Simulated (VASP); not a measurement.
Given:

```
CELL_PARAMETERS angstrom
      0.00000     3.35248     3.35248
      3.35248     0.00000     3.35248
      3.35248     3.35248     0.00000
ATOMIC_POSITIONS crystal
  K  0.00000 0.00000 0.00000
  Br 0.50000 0.50000 0.50000
```

Computed with PBE GGA, VASP's PBE PAW potentials (set 64) (plane waves; VASP). Settings: 400 eV cut-off, 6×6×6 Γ-centred mesh, Gaussian smearing of 0.050 eV, potentials K_sv Br.

Problem. What does the run give for the energy per atom (σ→0), band gap (on the k-mesh) with the smallest direct gap where there is one?

Solution. 
| Quantity | Value |
|---|---|
| band gap (on the k-mesh) | 4.31 eV |
| smallest direct gap (on the k-mesh) | 4.31 eV |
| energy per atom (σ→0) | -3.112 eV/atom |

Only differences to runs with the same potentials and settings are physical.

The structure comes from a computed database's KBr entry (Fm-3m); how it stands against other phases isn't given here. It was relaxed first, which changed the volume by +5 %.
